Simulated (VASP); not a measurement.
Output of a VASP run:

**OSZICAR**
```
...
   4 F= -.25350666E+03 E0= -.25350435E+03  d E =-.285602E-01  mag=     1.0000
       N       E                     dE             d eps       ncg     rms          rms(c)
DAV:   1    -0.253509711324E+03   -0.30524E-02   -0.24782E-01   728   0.902E-01    0.200E-01
RMM:   2    -0.253510944487E+03   -0.12332E-02   -0.16634E-02   644   0.231E-01    0.674E-02
RMM:   3    -0.253511133770E+03   -0.18928E-03   -0.25609E-03   653   0.925E-02    0.363E-02
RMM:   4    -0.253511141500E+03   -0.77306E-05   -0.44268E-04   654   0.380E-02    0.164E-02
RMM:   5    -0.253511150699E+03   -0.91986E-05   -0.11238E-04   591   0.182E-02    0.867E-03
RMM:   6    -0.253511151829E+03   -0.11306E-05   -0.17884E-05   416   0.753E-03
   5 F= -.25351115E+03 E0= -.25350904E+03  d E =-.330493E-01  mag=     1.0000
       N       E                     dE             d eps       ncg     rms          rms(c)
DAV:   1    -0.253515883646E+03   -0.47329E-02   -0.20575E-01   680   0.818E-01    0.161E-01
RMM:   2    -0.253516977015E+03   -0.10934E-02   -0.13577E-02   646   0.206E-01    0.543E-02
RMM:   3    -0.253517190448E+03   -0.21343E-03   -0.22819E-03   670   0.847E-02    0.331E-02
RMM:   4    -0.253517192362E+03   -0.19141E-05   -0.28571E-04   641   0.328E-02    0.156E-02
RMM:   5    -0.253517197633E+03   -0.52718E-05   -0.79625E-05   551   0.163E-02
   6 F= -.25351720E+03 E0= -.25351515E+03  d E =-.604580E-02  mag=     1.0000
       N       E                     dE             d eps       ncg     rms          rms(c)
DAV:   1    -0.253517664687E+03   -0.47233E-03   -0.47784E-02   712   0.393E-01    0.781E-02
RMM:   2    -0.253517931246E+03   -0.26656E-03   -0.32399E-03   646   0.101E-01    0.272E-02
RMM:   3    -0.253517986574E+03   -0.55328E-04   -0.56466E-04   679   0.419E-02    0.173E-02
RMM:   4    -0.253517987396E+03   -0.82223E-06   -0.70311E-05   526   0.162E-02
   7 F= -.25351799E+03 E0= -.25351595E+03  d E =-.683557E-02  mag=     1.0000
       N       E                     dE             d eps       ncg     rms          rms(c)
DAV:   1    -0.253519548975E+03   -0.15624E-02   -0.30451E-02   696   0.331E-01    0.763E-02
RMM:   2    -0.253519667000E+03   -0.11803E-03   -0.23061E-03   646   0.868E-02    0.291E-02
RMM:   3    -0.253519695422E+03   -0.28421E-04   -0.44354E-04   691   0.356E-02    0.166E-02
RMM:   4    -0.253519693063E+03    0.23588E-05   -0.40652E-05   494   0.126E-02
   8 F= -.25351969E+03 E0= -.25351768E+03  d E =-.170567E-02  mag=     1.0000
       N       E                     dE             d eps       ncg     rms          rms(c)
DAV:   1    -0.253519866766E+03   -0.17134E-03   -0.76247E-03   744   0.166E-01    0.387E-02
RMM:   2    -0.253519894909E+03   -0.28143E-04   -0.58731E-04   646   0.436E-02    0.149E-02
RMM:   3    -0.253519903328E+03   -0.84185E-05   -0.12023E-04   670   0.182E-02    0.870E-03
RMM:   4    -0.253519903125E+03    0.20278E-06   -0.11111E-05   388   0.650E-03
   9 F= -.25351990E+03 E0= -.25351789E+03  d E =-.191573E-02  mag=     1.0000
       N       E                     dE             d eps       ncg     rms          rms(c)
DAV:   1    -0.253520387603E+03   -0.48427E-03   -0.28958E-02   676   0.317E-01    0.604E-02
RMM:   2    -0.253520530436E+03   -0.14283E-03   -0.17879E-03   646   0.783E-02    0.206E-02
RMM:   3    -0.253520556913E+03   -0.26477E-04   -0.29347E-04   671   0.320E-02    0.128E-02
RMM:   4    -0.253520556507E+03    0.40618E-06   -0.39794E-05   463   0.125E-02
  10 F= -.25352056E+03 E0= -.25351852E+03  d E =-.653382E-03  mag=     1.0000
```

**OUTCAR**
```
------------------------ aborting loop because EDIFF is reached ----------------------------------------
  FORCE on cell =-STRESS in cart. coord.  units (eV):
  Direction    XX          YY          ZZ          XY          YZ          ZX
  --------------------------------------------------------------------------------------
  Total       23.8822074     23.8696766     23.8637780      0.0109850      0.0084955      0.0026381
  in kB       25.0136830     25.0005585     24.9943805      0.0115055      0.0088980      0.0027631
  external PRESSURE =      25.0028740 kB  Pullay stress =       0.0000000 kB
  volume of cell :     1529.70
      direct lattice vectors                 reciprocal lattice vectors
    11.522210421  0.000000000  0.000000000     0.086788903  0.000000000  0.000000000
     0.000000000 11.522210421  0.000000000     0.000000000  0.086788903  0.000000000
     0.000000000  0.000000000 11.522210421     0.000000000  0.000000000  0.086788903
  FREE ENERGIE OF THE ION-ELECTRON SYSTEM (eV)
  ---------------------------------------------------
  free  energy   TOTEN  =      -253.5205565072 eV

  energy  without entropy=     -253.5164817824  energy(sigma->0) =     -253.51851914

 total charge

# of ion       s       p       d       tot
------------------------------------------
    1        1.073   1.144   0.127   2.344
    2        1.077   1.140   0.126   2.343
    3        1.077   1.139   0.126   2.342
    4        1.077   1.140   0.126   2.343
    5        1.073   1.144   0.127   2.344
    6        1.077   1.140   0.126   2.343
    7        1.073   1.144   0.127   2.344
    8        1.073   1.144   0.127   2.344
    9        1.091   1.170   0.118   2.379
   10        1.091   1.170   0.118   2.379
   11        1.077   1.139   0.126   2.342
   12        1.090   1.173   0.119   2.382
   13        1.073   1.145   0.127   2.345
   14        1.073   1.144   0.127   2.344
   15        1.077   1.141   0.126   2.343
   16        1.077   1.140   0.126   2.342
   17        1.077   1.140   0.126   2.343
   18        1.077   1.140   0.126   2.342
   19        1.073   1.144   0.127   2.344
   20        1.077   1.139   0.126   2.341
   21        1.090   1.173   0.119   2.382
   22        1.077   1.139   0.126   2.342
   23        1.077   1.140   0.126   2.343
   24        1.077   1.139   0.126   2.342
   25        1.077   1.139   0.126   2.342
   26        1.073   1.144   0.127   2.344
   27        1.077   1.139   0.126   2.342
   28        1.073   1.144   0.127   2.344
   29        1.073   1.144   0.127   2.344
   30        1.073   1.144   0.127   2.344
   31        1.073   1.144   0.127   2.344
   32        1.077   1.140   0.126   2.343
   33        1.208   1.597   0.024   2.829
   34        1.208   1.597   0.024   2.829
   35        1.208   1.597   0.024   2.829
   36        1.209   1.594   0.024   2.827
   37        1.208   1.597   0.024   2.829
   38        1.208   1.597   0.024   2.829
   39        1.209   1.594   0.024   2.827
   40        1.208   1.596   0.024   2.828
   41        1.208   1.597   0.024   2.829
   42        1.208   1.596   0.024   2.828
   43        1.208   1.596   0.024   2.828
   44        1.209   1.595   0.024   2.827
   45        1.209   1.594   0.024   2.827
   46        1.209   1.594   0.024   2.827
   47        1.212   1.591   0.024   2.826
   48        1.208   1.597   0.024   2.829
...
```
(Selected blocks of OUTCAR.)

File POSCAR:
```
Ga32As31Si
1
   11.5222104212    -0.0000000000    -0.0000000000
   -0.0000000000    11.5222104212     0.0000000000
    0.0000000000     0.0000000000    11.5222104212
Ga As Si
32 31 1
Direct
  0.5000000000   0.0000000000   0.0000000000
  0.7500000000   0.2500000000   0.0000000000
  0.7500000000   0.0000000000   0.2500000000
  0.0000000000   0.0000000000   0.0000000000
  0.2500000000   0.2500000000   0.0000000000
  0.5000000000   0.5000000000   0.0000000000
  0.7500000000   0.7500000000   0.0000000000
  0.2500000000   0.0000000000   0.2500000000
  0.4978500000   0.2461890000   0.2537800000
  0.7490360000   0.4989270000   0.2513410000
  0.5000000000   0.0000000000   0.5000000000
  0.7523860000   0.2483360000   0.5042320000
  0.7500000000   0.0000000000   0.7500000000
  0.0000000000   0.5000000000   0.0000000000
  0.2500000000   0.7500000000   0.0000000000
  0.0000000000   0.2500000000   0.2500000000
  0.2500000000   0.5000000000   0.2500000000
  0.5000000000   0.7500000000   0.2500000000
  0.0000000000   0.0000000000   0.5000000000
  0.2500000000   0.2500000000   0.5000000000
  0.4995300000   0.4975620000   0.5034130000
  0.7500000000   0.7500000000   0.5000000000
  0.2500000000   0.0000000000   0.7500000000
  0.5000000000   0.2500000000   0.7500000000
  0.7500000000   0.5000000000   0.7500000000
  0.0000000000   0.7500000000   0.2500000000
  0.0000000000   0.5000000000   0.5000000000
  0.2500000000   0.7500000000   0.5000000000
  0.0000000000   0.2500000000   0.7500000000
  0.2500000000   0.5000000000   0.7500000000
  0.5000000000   0.7500000000   0.7500000000
  0.0000000000   0.7500000000   0.7500000000
  0.6250000000   0.1250000000   0.1250000000
  0.8750000000   0.3750000000   0.1250000000
  0.8750000000   0.1250000000   0.3750000000
  0.1250000000   0.1250000000   0.1250000000
  0.3750000000   0.3750000000   0.1250000000
  0.6250000000   0.6250000000   0.1250000000
  0.8750000000   0.8750000000   0.1250000000
  0.3750000000   0.1250000000   0.3750000000
  0.8750000000   0.6250000000   0.3750000000
  0.6250000000   0.1250000000   0.6250000000
  0.8750000000   0.3750000000   0.6250000000
  0.8750000000   0.1250000000   0.8750000000
  0.1250000000   0.6250000000   0.1250000000
  0.3750000000   0.8750000000   0.1250000000
  0.1250000000   0.3750000000   0.3750000000
  0.3750000000   0.6250000000   0.3750000000
  0.6250000000   0.8750000000   0.3750000000
  0.1250000000   0.1250000000   0.6250000000
  0.3750000000   0.3750000000   0.6250000000
  0.6250000000   0.6250000000   0.6250000000
  0.8750000000   0.8750000000   0.6250000000
  0.3750000000   0.1250000000   0.8750000000
  0.6250000000   0.3750000000   0.8750000000
  0.8750000000   0.6250000000   0.8750000000
  0.1250000000   0.8750000000   0.3750000000
  0.1250000000   0.6250000000   0.6250000000
  0.3750000000   0.8750000000   0.6250000000
  0.1250000000   0.3750000000   0.8750000000
  0.3750000000   0.6250000000   0.8750000000
  0.6250000000   0.8750000000   0.8750000000
  0.1250000000   0.8750000000   0.8750000000
  0.6254130000   0.3791350000   0.3785160000
```

Question: Write an INCAR and KPOINTS that could have produced this output.

Answer: This is not unique; one that fits is the input of the run itself, PBE GGA, plane waves, VASP's PBE PAW potentials (set 64).

**INCAR**
```
SYSTEM=Ga32As31Si
PREC=Normal; ENCUT=400; LREAL=Auto
LASPH=.TRUE.; ISYM=0; NELECT=257.0
EDIFF=1E-5; NELM=100; NELMIN=4
ALGO=Fast; LMAXMIX=4
ISMEAR=0; SIGMA=0.05
GGA=PE
ISPIN=2; MAGMOM=64*0.0156; NUPDOWN=1
IBRION=2; NSW=60; ISIF=2
EDIFFG=-0.03
LWAVE=.FALSE.; LCHARG=.FALSE.; LORBIT=10
```

File KPOINTS:
```
K-points
0
gamma
  1 1 1
```

POTCAR, in this order: Ga As Si (PBE.64 set). Program: vasp_gam.

The cell is charged, with a uniform compensating background. The supercell is sampled at Γ alone, which is coarse: total energies, pressure and levels can be off, energies of defects by several tenths of an eV.

The cell is a supercell with a defect, built from GaAs (zinc blende): Si_As, charge -2.
